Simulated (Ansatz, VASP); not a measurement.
# Cross-check of Mg between VASP and Ansatz

Wanted: the spread between two codes on one cell, functional and k mesh. The cell is taken from a series of VASP runs on this material, whose earlier steps may have relaxed, scaled or displaced it; both programs get it as it stands.

Method: plane waves, with VASP 6.6.1 beside it; relaxation of cell and atoms at LDA, in Ansatz 0.2.0.

## (1) The starting structure

Symmetry: P6_3/mmc, No. 194, hexagonal system. Conventional cell: a = 3.128 Å, b = 3.128 Å, c = 5.056 Å, α = 90.00°, β = 90.00°, γ = 120.00°. Mg has 12 Mg at 3.11 to 3.13 Å nearest.

## (2) Ansatz: relaxation of cell and atoms, LDA

Ansatz runs on its default PAW (the set named soft_2) files.

The relaxed volume is the usual yardstick between codes: its relative difference is about their pressure difference at one cell divided by the bulk modulus.

File input.yaml:

```yaml
crystal:
  lattice:
    - [3.1278281773, 0.0, 0.0]
    - [-1.5639140886, 2.7087786602, 0.0]
    - [0.0, 0.0, 5.0563137634]
  atoms:
    - { symbol: Mg, position: [0.6666666667, 0.3333333333, 0.75] }
    - { symbol: Mg, position: [0.3333333333, 0.6666666667, 0.25] }
hamiltonian:
  xc: lda
  pseudopotentials: { kind: paw }
kpoints:
  mp_grid: { grid: [18, 18, 10] }
scf:
  occupations: { method: methfessel_paxton, width: 0.15 }
relax:
  f_tol: 0.01
  max_steps: 60
  cell: { stress_tol: 0.05 }
output:
  forces: true
  stress: true
```

Launch:

```bash
> ansatz run input.yaml --threads 4 --pin off --max-ram 9216MiB --backend cpu --events-out ev --progress --plain --runs-dir out
```

Numbers of over 12 decimals in the logs are rounded to 6 here.

Output:

```text
Engine: ansatz 0.2.0, aarch64-unknown-linux-gnu
Pseudopotentials: kind: paw
Pseudopotential: Mg, paw, valence charge 10, recommended cutoff 420 eV (normal), Mg.paw.azcp
Functional definition: SPW92
  exchange = slater_x
  correlation = pw_c
Crystal: 2 atoms, lattice volume = 42.840 Å³
Basis set: ecut = 420 eV, 833 PW (Γ)
Bands: 14, of which v1, the nominal top of the filled ones, is band 10 counted from 1 (9 counted from 0)
Symmetry: 24 space group operations
Space group: P63/mmc (ITA 194), of the structure as read, at distance tolerance 3.5e-5 Å
k-points: 222 of 3240
Non-local potential: Mg, projectors of the file, l = 0: 3, l = 1: 2, l = 2: 1
PAW form: soft (Blöchl's): semilocal exchange-correlation on the pseudo side does not see the compensation charge
PAW frozen core: Mg, regenerated for the run's functional, and the local potential with it (the file was generated under x = pbe(κ = 0.804, μ = 0.219515), c = pbe(β = 0.066725))
PAW one-centre angular grid: Mg, 110 points (default); XC on 64 Gauss nodes
Initial density: superposition of atomic densities (neutral atoms: chi_scale 0, normalization atom), corrected by the library's trained network
Initial wavefunctions: pseudopotential atomic-orbital guess
Functional: x = slater, c = lda
SCF iter   1: F=—  HF=-3803.213634 eV  |F-HF|=—  |Δ(HF+E_count)|=         —  Δρ=6.53e-3  dr2=6.37e-3  ethr=1.77e-3  ⟨swp⟩=5.0  Hψ=15426  notcnv=0
preconditioner: auto → none  [metal: Δε(μ)=0.027 eV  Ē_g=7.177 eV  σ=0.150 eV  W_gap=0.15  n_scr=8 (ndim 8)  ℏωp=11.3 eV  f_vac=0.000  D(μ)=0.85/eV (n_scr^D=2)  sad-step TF]
SCF iter   2: F=—  HF=-3803.205832 eV  |F-HF|=—  |Δ(HF+E_count)|=   7.80e-3  S|Δr|=    0.00e0  Δρ=2.56e-3  dr2=1.36e-3  ethr=3.18e-5  ⟨swp⟩=2.0  Hψ=6826  notcnv=0
SCF iter   3: F=—  HF=-3803.205304 eV  |F-HF|=—  |Δ(HF+E_count)|=   5.29e-4  S|Δr|=    0.00e0  Δρ=4.31e-4  dr2=6.85e-5  ethr=6.79e-6  ⟨swp⟩=2.0  Hψ=4882  notcnv=0
SCF iter   4: F=—  HF=-3803.205319 eV  |F-HF|=—  |Δ(HF+E_count)|=   1.54e-5  S|Δr|=    0.00e0  Δρ=3.16e-5  dr2=1.86e-7  ethr=3.42e-7  ⟨swp⟩=1.0  Hψ=3107  notcnv=0
SCF iter   5: F=-3803.205319 eV  HF=-3803.205319 eV  |F-HF|=5.43e-9  |Δ(HF+E_count)|=   5.65e-8  S|Δr|=    0.00e0  Δρ=3.26e-6  dr2=2.33e-9  ethr=5.00e-10  ⟨swp⟩=4.4  Hψ=10639  notcnv=0
SCF 1 converged in 5 iterations: F = -3803.205319 eV  dr2 = 2.33e-9
  greatest PAW one-centre occupation: 1.000 electrons in one spin orbital (limit 2), on the Mg atom at site 1 (counted from 0), in its partial waves of l = 1
relax step   1: F+E_penalty+E_count = -3803.20531881 eV  Δ(F+E_penalty+E_count) = +0.000e0 eV  max|allowed force component| = 3.469e-17 eV/Å  Δτ_max = 0.0000 Å  P = +0.345 GPa  Ω = 42.840 Å³  (5 SCF iters, dr2 threshold 1.00e-7 eV, accepted)
[...]
relax step   2: F+E_penalty+E_count = -3803.20569860 eV  Δ(F+E_penalty+E_count) = -3.798e-4 eV  max|allowed force component| = 2.776e-17 eV/Å  Δτ_max = 0.0000 Å  P = +0.037 GPa  Ω = 43.167 Å³  energy of the carried Pulay correction = -6.808e-6 eV  (3 SCF iters, dr2 threshold 2.00e-7 eV, accepted)
[...]
relax step   3: F+E_penalty+E_count = -3803.20570560 eV  Δ(F+E_penalty+E_count) = -6.998e-6 eV  max|allowed force component| = 3.007e-17 eV/Å  Δτ_max = 0.0000 Å  P = +0.037 GPa  Ω = 43.167 Å³  stress off target by 4.05e-2 GPa  SCF on the basis re-selected at this cell (its energy is not comparable with the rows above)  (3 SCF iters)
basis re-selected at this cell: Δ(F+E_penalty+E_count) = -6.998e-6 eV, ΔP = +0.000 GPa vs the last step (what re-selecting the basis moved, of the pressure what is left beyond the Pulay correction that the steps carried, after the strain that the cell walked since its last selection, with what the two solves' SCF thresholds leave and, on support functions, any second-order correction that the steps lacked; it is no m [...]
SCF converged after 3 iterations
Stability not checked: this state was not tested for a lower state beside it, because cold or Methfessel-Paxton smearing, or corrected tetrahedra, fill the levels in a way that the test cannot read (fill_not_monotonic; see scf.lower_state_search)
Free energy (F): -3803.205706 eV
Harris-Foulkes:  -3803.205706 eV  (|F-HF|=2.23e-10)
Internal energy: -3803.205565 eV  (E = F + TS)
E sigma→0 (E₀):  -3803.205670 eV
Entropy (-TS):   -0.000141 eV (-0.070 meV/atom)
Fermi energy:    5.962770 eV
--- Per-component energies (eV) ---
  E_band       = -704.992586
  E_kinetic    = 151.176534
  E_local      = -3191.551546  (includes V_loc(G=0)·N_el)
  E_nonlocal   = 193.230473
  E_hartree    = 1136.704325
  E_xc         = -56.850635
  E_vxc        = -73.908932  (∫ρ·V_xc dr)
  E_paw        = -542.528920  (= ΣΔE_a)
  E_vpaw       = -57.347694  (= ΣTr[D̂ρ^β])
  E_aug_tail   = 0.000001  (compensation charges beyond the density's cutoff)
  E_ewald      = -1493.686755
  E_core_change = 0.300959  (= ΣΔE_core)
  E_smearing   = -0.000141  (= −TS)
  E_closure    = 0.000000  (closes the sum)
  Σ components = -3803.205706   (vs F -3803.205706, Δ=0.00e0)
--- Forces (eV/Å), atoms counted from 1 ---
  atom   1  Mg    -0.00000000    -0.00000000     0.00000000
  atom   2  Mg     0.00000000     0.00000000     0.00000000
  max |Σ_I F_I| component: 1.39e-17 eV/Å
--- Stress (GPa, compression-positive) ---
        0.035041       0.000000       0.000000
       -0.000000       0.035041       0.000000
        0.000000       0.000000       0.040465
  P = ⅓ Tr σ = 0.0368 GPa (0.368 kbar)
--- Relaxed structure (2 steps of the walk, 2 accepted, 1 SCFs on fresh bases) ---
  F+E_penalty+E_count = -3803.20570560 eV   max|allowed force component| = 3.007e-17 eV/Å   (the final SCF, on the basis selected at the relaxed cell)
  cell:  # Å, volume = 43.1667 Å³
    - [3.135825, -2.894130886112569e-11, 0]
    - [-1.567913, 2.715704, 0]
    - [0, 0, 5.068914]
  atoms:
    - { symbol: Mg, position: [0.666667, 0.333333, 0.750000] }
    - { symbol: Mg, position: [0.333333, 0.666667, 0.25] }
```

The job ended after 5.8 s (4 threads of Arm Neoverse N1, shared host; peak memory 0.38 GiB; 21 s of CPU time).

## (3) VASP: relaxation of cell and atoms, LDA

The same cell, functional (in two slightly different forms), mesh and smearing now go to VASP, with its own data sets and cutoff.

Lines of VASP's logs that name or quote its potential files are left out, and so is its time.

File INCAR:

```
SYSTEM = Mg
PREC = Accurate
ENCUT = 520
EDIFF = 1E-07
NELM = 100
ISMEAR = 1
SIGMA = 0.15
LREAL = .FALSE.
ALGO = Normal
GGA = CA
NBANDS = 8
LORBIT = 11
LWAVE = .FALSE.
LCHARG = .FALSE.
KPAR = 4
IBRION = 2
NSW = 50
ISIF = 3
EDIFFG = -0.005
LASPH = .TRUE.
```

File POSCAR:

```
Mg
1.0
    3.1278281773      0.0000000000      0.0000000000
   -1.5639140886      2.7087786602      0.0000000000
    0.0000000000      0.0000000000      5.0563137634
Mg
2
Direct
    0.6666666667      0.3333333333      0.7500000000
    0.3333333333      0.6666666667      0.2500000000
```

File KPOINTS:

```
Automatic mesh
0
Gamma
18 18 10
0 0 0
```

PAW data sets: Mg (LDA family, release 64).

Launch:

```bash
> mpirun -np 4 vasp_std
```

Output:

```text
[banner, memory and clock lines left out]
running    4 mpi-ranks, on    1 nodes
 distrk:  each k-point on    1 cores,    4 groups
 distr:  one band on    1 cores,    1 groups

 POSCAR found type information on POSCAR Mg
 POSCAR found :  1 types and       2 ions
 LDA part: xc-table for (Slater(with rela. corr.)+CA(PZ))
 , standard interpolation
 POSCAR, INCAR and KPOINTS ok, starting setup
 FFT: planning ... GRIDC
 FFT: planning ... GRID_SOFT
 FFT: planning ... GRID
 WAVECAR not read
 entering main loop
       N       E                     dE             d eps       ncg     rms          rms(c)
DAV:   1    -0.108957386864E+01   -0.10896E+01   -0.12997E+03  3552   0.353E+02
DAV:   2    -0.362708619993E+01   -0.25375E+01   -0.24168E+01  4816   0.220E+01
DAV:   3    -0.364181038809E+01   -0.14724E-01   -0.14715E-01  4736   0.213E+00
DAV:   4    -0.364183799168E+01   -0.27604E-04   -0.27604E-04  5184   0.819E-02
DAV:   5    -0.364183803377E+01   -0.42095E-07   -0.42180E-07  4704   0.230E-03    0.939E-01
DAV:   6    -0.363004120521E+01    0.11797E-01   -0.54615E-04  4312   0.145E-01    0.596E-01
DAV:   7    -0.362075981480E+01    0.92814E-02   -0.18938E-03  3784   0.267E-01    0.297E-02
DAV:   8    -0.362075119630E+01    0.86185E-05   -0.15088E-05  5752   0.223E-02    0.660E-03
DAV:   9    -0.362075018535E+01    0.10109E-05   -0.69768E-07  4088   0.437E-03    0.595E-04
DAV:  10    -0.362075016841E+01    0.16943E-07   -0.25495E-09  3400   0.362E-04
   1 F= -.36207502E+01 E0= -.36207208E+01  d E =-.362075E+01
 curvature:   0.00 expect dE= 0.000E+00 dE for cont linesearch  0.000E+00
 trial: gam= 0.00000 g(F)=  0.186E-51 g(S)=  0.771E-06 ort = 0.000E+00 (trialstep = 0.100E+01)
 search vector abs. value=  0.771E-06
 reached required accuracy - stopping structural energy minimisation
```

OUTCAR, selected parts (step 3):

```text
ion  position               nearest neighbor table
   1  0.667  0.333  0.750-   2 3.11   2 3.11   2 3.11   2 3.11   2 3.11   2 3.11
   2  0.333  0.667  0.250-   1 3.11   1 3.11   1 3.11   1 3.11   1 3.11   1 3.11

  LATTYP: Found a hexagonal cell.
 ALAT       =     3.1278281773
 C/A-ratio  =     1.6165573928

 Subroutine GETGRP returns: Found 24 space group operations
 (whereof 12 operations were pure point group operations)

The static configuration has the point symmetry D_3d.
 The point group associated with its full space group is D_6h.

 Found    222 irreducible k-points:

   k-points           NKPTS =    222   k-points in BZ     NKDIM =    222   number of bands    NBANDS=      8

   dimension x,y,z NGX =    24 NGY =   24 NGZ =   40
   dimension x,y,z NGXF=    48 NGYF=   48 NGZF=   80

   ENCUT  =  520.0 eV  38.22 Ry    6.18 a.u.   5.82  5.82  9.40*2*pi/ulx,y,z

   NELECT =       4.0000    total number of electrons

 k-points in reciprocal lattice and weights: Automatic mesh
   0.00000000  0.00000000  0.00000000       0.000
   0.05555556 -0.00000000  0.00000000       0.002
   0.11111111 -0.00000000  0.00000000       0.002
   0.16666667  0.00000000  0.00000000       0.002
   0.22222222  0.00000000  0.00000000       0.002
   0.27777778  0.00000000  0.00000000       0.002
   0.33333333  0.00000000  0.00000000       0.002
   0.38888889  0.00000000  0.00000000       0.002
   0.44444444  0.00000000  0.00000000       0.002
[...]
0.33333333  0.27777778  0.50000000       0.004
   0.33333333  0.33333333  0.50000000       0.001

 average (electrostatic) potential at core
       1 -38.9017       2 -38.9017

 E-fermi :   2.8249

 k-point     1 :       0.0000    0.0000    0.0000
  band No.  band energies     occupation
      1      -4.3837      2.00000
      2       1.0964      2.00000
      3       1.6073      2.00000
      4      14.0911      0.00000
      5      14.0911      0.00000
      6      14.2675      0.00000
      7      14.2675      0.00000
      8      15.0845      0.00000

 k-point     2 :       0.0556   -0.0000    0.0000
  band No.  band energies     occupation
      1      -4.3203      2.00000
      2       1.1537      2.00000
      3       1.6688      2.00000
      4      12.6600      0.00000
      5      13.2932      0.00000
      6      14.1035      0.00000
      7      15.1521      0.00000
      8      15.7555      0.00000

 k-point     3 :       0.1111   -0.0000    0.0000
  band No.  band energies     occupation
      1      -4.1304      2.00000
      2       1.3256      2.00000
      3       1.8521      2.00000
      4      10.9036      0.00000
      5      12.5138      0.00000
      6      13.3258      0.00000
      7      15.7696      0.00000
      8      15.9728      0.00000

  Total        0.0034517      0.0034517      0.0028497      0.0000000      0.0000000      0.0000000
  in kB        0.1290916      0.1290916      0.1065742      0.0000000      0.0000000      0.0000000
  external PRESSURE =       0.1215858 kB  Pullay stress =       0.0000000 kB

  energy-cutoff  :      520.00
  volume of cell :       42.84
      direct lattice vectors                 reciprocal lattice vectors
     3.127828177  0.000000000  0.000000000     0.319710657  0.184585034  0.000000000
    -1.563914089  2.708778660  0.000000000     0.000000000  0.369170067  0.000000000
     0.000000000  0.000000000  5.056313763     0.000000000  0.000000000  0.197772537

 POSITION                                       TOTAL-FORCE (eV/Angst)
 -----------------------------------------------------------------------------------
      1.56391      0.90293      3.79224         0.000000     -0.000000      0.000000
     -0.00000      1.80585      1.26408        -0.000000      0.000000      0.000000
 -----------------------------------------------------------------------------------
    total drift:                                0.000000     -0.000000      0.000000

  FREE ENERGIE OF THE ION-ELECTRON SYSTEM (eV)
  ---------------------------------------------------
  free  energy   TOTEN  =        -3.6207501684 eV

  energy  without entropy=       -3.6206621108  energy(sigma->0) =       -3.62072082

 reached required accuracy - stopping structural energy minimisation

 total charge
# of ion       s       p       d       tot
------------------------------------------
    1        0.221   0.143   0.013   0.377
    2        0.221   0.143   0.013   0.377
--------------------------------------------------
tot          0.442   0.286   0.027   0.754

[... 3 further parts left out ...]
```

The run keeps the 24 symmetry operations of its start, so it cannot find a distortion of lower symmetry.

## (4) Side by side

Known differences besides the potentials themselves: the two LDA forms differ slightly; both relaxations stop at a tolerance, which leaves soft axes loose, and VASP keeps its plane-wave basis; the data sets hold 20 valence electrons in Ansatz (default PAW (the set named soft_2) files) and 4 in VASP; the cutoff is 420 eV in Ansatz and 520 eV in VASP; VASP's log shows a relativistic correction to its local exchange, Ansatz's none; Ansatz adds a Pulay correction to the stress that steers its cell, VASP none. Total energies have different zeros and are not compared.

The two programs side by side:

```
                                         quantity  Ansatz   VASP  difference
                                      volume (Å³)   43.17  42.84     +0.76 %
edge a after relaxation, in the typed setting (Å)   3.136  3.128     +0.26 %
edge c after relaxation, in the typed setting (Å)   5.069  5.056     +0.25 %
```

The walks stopped with 0.04 GPa left in Ansatz and 0.01 GPa in VASP; each walk ends within a tolerance, so the volume difference is uncertain by about these residues over the bulk modulus, most in soft cells.

## (5) What came out

```json
{
  "difference in volume (relaxation of cell and atoms, LDA)": "0.76 %"
}
```

In words: The difference in volume is 0.76 % (relaxation of cell and atoms, LDA), within the 1.2 % picked in this series as the mark of a large difference, as far as the stopping tolerances let one tell. How closely two codes agree says nothing of how well the functional describes the real material.

[Lines on the potential files, build, host, timing and source positions are cut from VASP's logs without a mark.]

[Logs are printed without paths, hosts, clocks, repeated set-up lines and the standing remarks that a program may print on its own settings, such as how far it seeks lower states.]

[Hosts, paths, dates, database ids (printed as entryN), source tags and the programs' standing remarks are cut or masked in the printed files.]
